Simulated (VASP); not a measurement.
# How PAW data sets and SCF solver change a VASP run on Zr (Zirconium), part 2 of 3

How sensitive are energy and pressure of Zr (Zirconium) to the PAW data sets and SCF solver? The series runs use PBEsol. The start is a cell from a database of measured crystal structures.

VASP 6.6.1, plane waves and PAW; the level of theory is named at each step.

Still holding for the runs below: The k-mesh is coarse for a metal.

So far. Step 6 (SCF solver: ALGO = Normal): The series starts at -9.0709 eV an atom and -3.28 GPa, after 11 cycles in 8.4 s. Step 7 (SCF solver: ALGO = Fast): Against the first of the series the energy stays within 0.01 meV an atom; the pressure moves by -0.02 GPa, after 19 cycles in 16 s.

**8. SCF solver: ALGO = VeryFast**

Level of this step: PBEsol; plane waves and PAW (Zr_sv) (VASP).

File INCAR:

```
SYSTEM = Zr
PREC = Accurate
ENCUT = 400
EDIFF = 1E-06
NELM = 100
ISMEAR = -1
SIGMA = 0.05
LREAL = .FALSE.
ALGO = VeryFast
GGA = PS
NBANDS = 18
LASPH = .TRUE.
LORBIT = 11
LWAVE = .FALSE.
LCHARG = .FALSE.
KPAR = 2
ISIF = 2
```

File POSCAR:

```
Zr
1.0
    3.2320000000      0.0000000000      0.0000000000
   -1.6160000000      2.7989941050      0.0000000000
    0.0000000000      0.0000000000      5.1470000000
Zr
2
Direct
    0.3333333333      0.6666666667      0.2500000000
    0.6666666667      0.3333333333      0.7500000000
```

File KPOINTS:

```
Automatic mesh
0
Gamma
8 8 5
0 0 0
```

Potentials, in the order of the species: Zr_sv (PBE family, release 64).

Run with:

```bash
> mpirun -np 2 vasp_std
```

The log of the run:

```text
[... set-up lines as in an earlier step ...]
 entering main loop
       N       E                     dE             d eps       ncg     rms          rms(c)
RMM:   1     0.238135282388E+03    0.23814E+03   -0.89471E+03   540   0.911E+02
RMM:   2     0.187965007121E+02   -0.21934E+03   -0.27371E+03   540   0.271E+02
RMM:   3     0.418487090056E+00   -0.18378E+02   -0.42142E+02   540   0.126E+02
RMM:   4    -0.823908382422E+01   -0.86576E+01   -0.69286E+01   540   0.531E+01
[...]
RMM:  16    -0.178847702401E+02   -0.24839E-02   -0.22000E-02  1956   0.877E-01    0.121E-01
RMM:  17    -0.178853817918E+02   -0.61155E-03   -0.68594E-03  1773   0.585E-01    0.210E-01
RMM:  18    -0.178857293000E+02   -0.34751E-03   -0.47385E-03  1896   0.387E-01    0.238E-02
WARNING in EDDRMM: call to ZHEGV failed, returncode =   6  3      6
RMM:  19    -0.178859845011E+02   -0.25520E-03   -0.22487E-03  2083   0.257E-01    0.324E-02
RMM:  20    -0.178861357182E+02   -0.15122E-03   -0.12802E-03  2056   0.193E-01    0.613E-02
RMM:  21    -0.178862165637E+02   -0.80846E-04   -0.68106E-04  1999   0.153E-01    0.318E-02
RMM:  22    -0.178862707172E+02   -0.54153E-04   -0.46487E-04  1982   0.118E-01    0.237E-02
RMM:  23    -0.178862982741E+02   -0.27557E-04   -0.23587E-04  1807   0.903E-02    0.228E-02
RMM:  24    -0.178863147060E+02   -0.16432E-04   -0.15938E-04  1819   0.804E-02    0.900E-03
WARNING in EDDRMM: call to ZHEGV failed, returncode =   8  4      7
WARNING in EDDRMM: call to ZHEGV failed, returncode =   8  4      6
RMM:  25    -0.178863234523E+02   -0.87463E-05   -0.84743E-05  1636   0.633E-02    0.118E-02
WARNING in EDDRMM: call to ZHEGV failed, returncode =   6  3      9
RMM:  26    -0.178863290706E+02   -0.56183E-05   -0.69114E-05  1434   0.519E-02    0.639E-03
WARNING in EDDRMM: call to ZHEGV failed, returncode =   8  4      5
RMM:  27    -0.178863323688E+02   -0.32982E-05   -0.51613E-05  1386   0.433E-02    0.235E-03
WARNING in EDDRMM: call to ZHEGV failed, returncode =   6  3     12
RMM:  28    -0.178863360410E+02   -0.36723E-05   -0.56572E-05  1291   0.370E-02    0.249E-03
RMM:  29    -0.178863388234E+02   -0.27823E-05   -0.50048E-05  1229   0.321E-02    0.703E-04
WARNING in EDDRMM: call to ZHEGV failed, returncode =   8  4      4
RMM:  30    -0.178863437383E+02   -0.49149E-05   -0.72342E-05  1162   0.283E-02    0.647E-04
WARNING in EDDRMM: call to ZHEGV failed, returncode =   6  3      4
RMM:  31    -0.178863473594E+02   -0.36211E-05   -0.60852E-05  1055   0.251E-02    0.701E-04
RMM:  32    -0.178863542935E+02   -0.69341E-05   -0.95074E-05  1107   0.233E-02    0.251E-03
RMM:  33    -0.178863590998E+02   -0.48063E-05   -0.72197E-05   973   0.207E-02    0.126E-03
WARNING in EDDRMM: call to ZHEGV failed, returncode =   8  4      3
RMM:  34    -0.178863687273E+02   -0.96275E-05   -0.12157E-04   894   0.194E-02    0.935E-04
RMM:  35    -0.178863742510E+02   -0.55237E-05   -0.81169E-05   832   0.180E-02    0.109E-03
RMM:  36    -0.178863867162E+02   -0.12465E-04   -0.15013E-04   783   0.170E-02    0.135E-03
RMM:  37    -0.178863926315E+02   -0.59153E-05   -0.85408E-05   698   0.164E-02    0.150E-03
[...]
RMM:  56    -0.178867083092E+02   -0.35003E-04   -0.36982E-04   450   0.144E-02    0.502E-03
RMM:  57    -0.178867149036E+02   -0.65943E-05   -0.90626E-05   440   0.143E-02    0.524E-03
RMM:  58    -0.178867503259E+02   -0.35422E-04   -0.37381E-04   450   0.144E-02    0.542E-03
WARNING in EDDRMM: call to ZHEGV failed, returncode =   8  4     18
RMM:  59    -0.178867585448E+02   -0.82190E-05   -0.10664E-04   456   0.145E-02    0.566E-03
RMM:  60    -0.178867944209E+02   -0.35876E-04   -0.37841E-04   438   0.144E-02    0.595E-03
RMM:  61    -0.178868043285E+02   -0.99076E-05   -0.12327E-04   424   0.145E-02    0.621E-03
RMM:  62    -0.178868407322E+02   -0.36404E-04   -0.38360E-04   444   0.145E-02    0.653E-03
[...]
RMM:  68    -0.178869942747E+02   -0.38510E-04   -0.40437E-04   469   0.146E-02    0.836E-03
RMM:  69    -0.178870113334E+02   -0.17059E-04   -0.19397E-04   430   0.144E-02    0.875E-03
RMM:  70    -0.178870507248E+02   -0.39391E-04   -0.41315E-04   398   0.144E-02    0.911E-03
WARNING in EDDRMM: call to ZHEGV failed, returncode =   8  4     17
RMM:  71    -0.178870695963E+02   -0.18871E-04   -0.21199E-04   432   0.145E-02    0.943E-03
RMM:  72    -0.178871100252E+02   -0.40429E-04   -0.42349E-04   386   0.146E-02    0.984E-03
RMM:  73    -0.178871306515E+02   -0.20626E-04   -0.23021E-04   497   0.146E-02    0.104E-02
RMM:  74    -0.178871721116E+02   -0.41460E-04   -0.43391E-04   421   0.145E-02    0.108E-02
[...]
RMM:  98    -0.178882098856E+02   -0.64786E-04   -0.66545E-04   382   0.151E-02    0.234E-02
RMM:  99    -0.178882601983E+02   -0.50313E-04   -0.52374E-04   365   0.149E-02    0.241E-02
RMM: 100    -0.178883281600E+02   -0.67962E-04   -0.69650E-04   368   0.151E-02
 -----------------------------------------------------------------------------
|                                                                             |
|           W    W    AA    RRRRR   N    N  II  N    N   GGGG   !!!           |
|           W    W   A  A   R    R  NN   N  II  NN   N  G    G  !!!           |
|           W    W  A    A  R    R  N N  N  II  N N  N  G       !!!           |
|           W WW W  AAAAAA  RRRRR   N  N N  II  N  N N  G  GGG   !            |
|           WW  WW  A    A  R   R   N   NN  II  N   NN  G    G                |
|           W    W  A    A  R    R  N    N  II  N    N   GGGG   !!!           |
|                                                                             |
|     The electronic self-consistency was not achieved in the given           |
|     number of steps (NELM). The forces and other quantities evaluated       |
|     might not be reliable so examine the results carefully. If you find     |
|     spurious results, we suggest increasing NELM, if you were close to      |
|     convergence or switching to a different ALGO or adjusting the           |
|     density mixing parameters otherwise.                                    |
|                                                                             |
 -----------------------------------------------------------------------------

   1 F= -.17888328E+02 E0= -.17876739E+02  d E =-.231777E-01
```

The job ended after 67 s (2 MPI ranks of AMD EPYC 7R43, shared host; peak memory 0.23 GiB).

From OUTCAR (step 8):

```text
 k-point     1 :       0.0000    0.0000    0.0000
  band No.  band energies     occupation
    ...
      6     -17.3785      2.00000
      7     -17.3784      2.00000
      8     -17.3784      2.00000
      9       3.1988      2.00000
     10       5.8318      2.00000
     11       9.7338      0.00000
     12       9.7338      0.00000
     13       9.8915      0.00000
     14      10.0551      0.00000
     15      10.4300      0.00000
    ...

  Total       -1.0379663     -1.0379663     -0.4507324      0.0000000     -0.0000000      0.0000000
  in kB      -35.7162892    -35.7162892    -15.5096433      0.0000000     -0.0000000      0.0000000
  external PRESSURE =     -28.9807406 kB  Pullay stress =       0.0000000 kB

  FREE ENERGIE OF THE ION-ELECTRON SYSTEM (eV)
  ---------------------------------------------------
  free  energy   TOTEN  =       -17.8883281600 eV

  energy  without entropy=      -17.8651504459  energy(sigma->0) =      -17.87673930

[... 10 parts as in an earlier step ...]

[... 10 further parts left out ...]
[key lines of the parts left out:]
E-fermi :   8.9498
```

The electronic loop ended without reaching EDIFF, so its numbers are not used.

At the end rms(c) stands at 2e-03, with no steady fall over the second half of the cycles shown.

**9. SCF solver: ALGO = All**

Edit INCAR of step 8 so:

```diff
@@ -8,3 +8,3 @@
 LREAL = .FALSE.
-ALGO = VeryFast
+ALGO = All
 GGA = PS
```

POSCAR is that of step 8.

KPOINTS is that of step 8.

Run with:

```bash
> mpirun -np 2 vasp_std
```

The log of the run:

```text
[... set-up lines as in an earlier step ...]
 entering main loop
       N       E                     dE             d eps       ncg     rms           ort
DAV:   1     0.177078523454E+03    0.17708E+03   -0.12145E+04   540   0.112E+03
DAV:   2    -0.528020917790E+01   -0.18236E+03   -0.17954E+03   540   0.338E+02
DAV:   3    -0.187438813303E+02   -0.13464E+02   -0.13359E+02   540   0.639E+01
DAV:   4    -0.189863222920E+02   -0.24244E+00   -0.24230E+00   540   0.946E+00
DAV:   5    -0.189939077935E+02   -0.75855E-02   -0.75803E-02   540   0.109E+00
SDA:   6    -0.175291222643E+02    0.14648E+01   -0.75803E-02   540   0.281E+01   0.000E+00
 gam= 0.000 g(H,U,f)=  0.268E+01 0.111E+00 0.123E-01 ort(H,U,f) = 0.000E+00 0.000E+00 0.000E+00
 gam= 0.000 trial= 0.400  step=  0.3560 mean=  0.4000
CGA:   7    -0.180283745157E+02   -0.49925E+00   -0.49936E+00   540   0.286E+00   0.166E-02
 gam= 0.102 g(H,U,f)=  0.255E+00 0.273E-01 0.417E-02 ort(H,U,f) =-0.611E-01 0.554E-01 0.736E-02
 gam= 0.102 trial= 0.396  step=  0.6933 mean=  0.3956
[...]
gam= 0.333 trial= 0.514  step=  0.9407 mean=  0.5137
CGA:  14    -0.181504628421E+02   -0.45079E-04   -0.45893E-04   540   0.529E-04  -0.381E-05
 gam= 0.544 g(H,U,f)=  0.506E-04 0.210E-05 0.230E-06 ort(H,U,f) =-0.589E-05 0.187E-05 0.211E-06
 gam= 0.544 trial= 0.556  step=  0.8778 mean=  0.5564
CGA:  15    -0.181504851404E+02   -0.22298E-04   -0.22307E-04   540   0.190E-04  -0.379E-07
 gam= 0.359 g(H,U,f)=  0.187E-04 0.251E-06 0.210E-07 ort(H,U,f) =-0.742E-06 0.635E-06 0.686E-07
 gam= 0.359 trial= 0.589  step=  0.8073 mean=  0.5885
CGA:  16    -0.181504927816E+02   -0.76412E-05   -0.76577E-05   540   0.600E-05  -0.149E-06
 gam= 0.316 g(H,U,f)=  0.591E-05 0.823E-07 0.749E-08 ort(H,U,f) =-0.219E-07-0.109E-06-0.182E-07
 gam= 0.316 trial= 0.610  step=  0.9241 mean=  0.6104
CGA:  17    -0.181504954019E+02   -0.26203E-05   -0.27501E-05   540   0.214E-05  -0.825E-06
 gam= 0.357 g(H,U,f)=  0.210E-05 0.379E-07 0.390E-08 ort(H,U,f) =-0.818E-06-0.475E-08-0.217E-08
 gam= 0.357 trial= 0.642  step=  0.7117 mean=  0.6418
CGA:  18    -0.181504960673E+02   -0.66541E-06   -0.65751E-06   540   0.643E-06   0.232E-06
 gam= 0.300 g(H,U,f)=  0.615E-06 0.253E-07 0.260E-08 ort(H,U,f) = 0.211E-06 0.187E-07 0.194E-08
 gam= 0.300 trial= 0.649  step=  0.7486 mean=  0.6488
 final diagonalization occupied
   1 F= -.18150496E+02 E0= -.18141793E+02  d E =-.174053E-01
```

Wall time 14 s (2 MPI ranks); peak memory 0.25 GiB; 28 s of CPU time.

Parts of OUTCAR (step 9):

```text
  Total       -1.0612283     -1.0612283     -0.7599451      0.0000000      0.0000000      0.0000000
  in kB      -36.5167309    -36.5167309    -26.1496161      0.0000000      0.0000000      0.0000000
  external PRESSURE =     -33.0610259 kB  Pullay stress =       0.0000000 kB

  FREE ENERGIE OF THE ION-ELECTRON SYSTEM (eV)
  ---------------------------------------------------
  free  energy   TOTEN  =       -18.1504960673 eV

  energy  without entropy=      -18.1330908021  energy(sigma->0) =      -18.14179343

[... 3 parts as in an earlier step ...]

[... 1 further part left out ...]
[key lines of the parts left out:]
E-fermi :   8.8926
```

Against the first of the series the energy stays within 0.01 meV an atom; the pressure moves by -0.03 GPa, after 18 cycles in 14 s.

**10. SCF solver: ALGO = Damped**

Edit INCAR of step 9 so:

```diff
@@ -8,3 +8,3 @@
 LREAL = .FALSE.
-ALGO = All
+ALGO = Damped
 GGA = PS
```

POSCAR is that of step 9.

KPOINTS is that of step 9.

Run with:

```bash
> mpirun -np 2 vasp_std
```

The log of the run:

```text
[... set-up lines as in an earlier step ...]
 entering main loop
       N       E                     dE             d eps       ncg     rms           ort
DAV:   1     0.258076301899E+03    0.25808E+03   -0.11333E+04   540   0.112E+03
DAV:   2     0.147873611075E+02   -0.24329E+03   -0.23909E+03   540   0.384E+02
DAV:   3    -0.118755411165E+02   -0.26663E+02   -0.26166E+02   540   0.119E+02
DAV:   4    -0.172669453184E+02   -0.53914E+01   -0.52999E+01   540   0.443E+01
[...]
DMP:  98    -0.181502464460E+02   -0.12582E-04   -0.12039E-04   540   0.183E-04   0.309E-04
DMP:  99    -0.181502584034E+02   -0.11957E-04   -0.11452E-04   540   0.174E-04   0.294E-04
DMP: 100    -0.181502697792E+02   -0.11376E-04   -0.10903E-04   540   0.166E-04   0.279E-04
 final diagonalization occupied
 [... a notice as in an earlier step ...]

   1 F= -.18150270E+02 E0= -.18141570E+02  d E =-.174002E-01
```

Elapsed: 50 s, on 2 MPI ranks; peak memory 0.25 GiB.

Parts of OUTCAR (step 10):

```text
 k-point     1 :       0.0000    0.0000    0.0000
  band No.  band energies     occupation
    ...
      6     -17.4050      2.00000
      7     -17.4046      2.00000
      8     -17.4046      2.00000
      9       3.1953      2.00000
     10       5.8249      2.00000
     11       9.7214      0.00000
     12       9.7214      0.00000
     13       9.8778      0.00000
     14      10.0515      0.00000
     15      10.4163      0.00000
    ...

  Total       -1.0843625     -1.0843625     -0.7824344      0.0000000      0.0000000      0.0000000
  in kB      -37.3127761    -37.3127761    -26.9234700      0.0000000      0.0000000      0.0000000
  external PRESSURE =     -33.8496741 kB  Pullay stress =       0.0000000 kB

 POSITION                                       TOTAL-FORCE (eV/Angst)
 -----------------------------------------------------------------------------------
     -0.00000      1.86600      1.28675         0.000000     -0.000000      0.000000
      1.61600      0.93300      3.86025        -0.000000      0.000000      0.000000
 -----------------------------------------------------------------------------------
    total drift:                               -0.000000      0.000000     -0.000000

  FREE ENERGIE OF THE ION-ELECTRON SYSTEM (eV)
  ---------------------------------------------------
  free  energy   TOTEN  =       -18.1502697792 eV

  energy  without entropy=      -18.1328695855  energy(sigma->0) =      -18.14156968

[... 9 parts as in an earlier step ...]

[... 10 further parts left out ...]
[key lines of the parts left out:]
E-fermi :   8.8933
```

EDIFF was not reached within NELM cycles, so the run counts as unconverged.

**11. SCF solver: AMIX = 0.1, BMIX = 0.01**

Edit INCAR of step 10 so:

```diff
@@ -8,3 +8,3 @@
 LREAL = .FALSE.
-ALGO = Damped
+ALGO = Normal
 GGA = PS
@@ -17 +17,3 @@
 ISIF = 2
+AMIX = 0.1
+BMIX = 0.01
```

POSCAR is that of step 10.

KPOINTS is that of step 10.

Run with:

```bash
> mpirun -np 2 vasp_std
```

The log of the run:

```text
[... set-up lines as in an earlier step ...]
 entering main loop
       N       E                     dE             d eps       ncg     rms          rms(c)
[... 5 cycles as in an earlier step ...]
DAV:   6    -0.187353005981E+02    0.25861E+00   -0.89850E-02  1222   0.233E+00    0.126E+01
DAV:   7    -0.181452664245E+02    0.59003E+00   -0.24231E+00  1158   0.116E+01    0.142E+00
DAV:   8    -0.181525654312E+02   -0.72990E-02   -0.13156E-01  1504   0.203E+00    0.120E+00
DAV:   9    -0.181498938941E+02    0.26715E-02   -0.17962E-02  1384   0.130E+00    0.380E-01
[...]
DAV:  13    -0.181504933861E+02   -0.19023E-04   -0.11798E-05  1350   0.329E-02    0.967E-03
DAV:  14    -0.181504958634E+02   -0.24773E-05   -0.13409E-06   692   0.104E-02    0.199E-03
DAV:  15    -0.181504962201E+02   -0.35665E-06   -0.33313E-07   624   0.498E-03
   1 F= -.18150496E+02 E0= -.18141793E+02  d E =-.174064E-01
```

It took 13 s on 2 MPI ranks; peak memory 0.24 GiB.

Parts of OUTCAR (step 11):

```text
  Total       -1.0649779     -1.0649779     -0.7625834      0.0000000      0.0000000      0.0000000
  in kB      -36.6457540    -36.6457540    -26.2403988      0.0000000      0.0000000      0.0000000
  external PRESSURE =     -33.1773023 kB  Pullay stress =       0.0000000 kB

  FREE ENERGIE OF THE ION-ELECTRON SYSTEM (eV)
  ---------------------------------------------------
  free  energy   TOTEN  =       -18.1504962201 eV

  energy  without entropy=      -18.1330898157  energy(sigma->0) =      -18.14179302

[... 3 parts as in an earlier step ...]

[... 1 further part left out ...]
[key lines of the parts left out:]
E-fermi :   8.8924
```

Against the first of the series the energy stays within 0.01 meV an atom; the pressure moves by -0.04 GPa, after 15 cycles in 13 s.

(Continued in part 3 of 3.)

[Lines on the potential files, build, host, timing and source positions are cut from VASP's logs without a mark.]

[Logs are printed without paths, hosts, clocks, repeated set-up lines and the standing remarks that a program may print on its own settings, such as how far it seeks lower states.]

[Hosts, paths, dates, database ids (printed as entryN), source tags and the programs' standing remarks are cut or masked in the printed files.]

[A measured line is paired with the nearest computed mode of its activity, which favours agreement.]
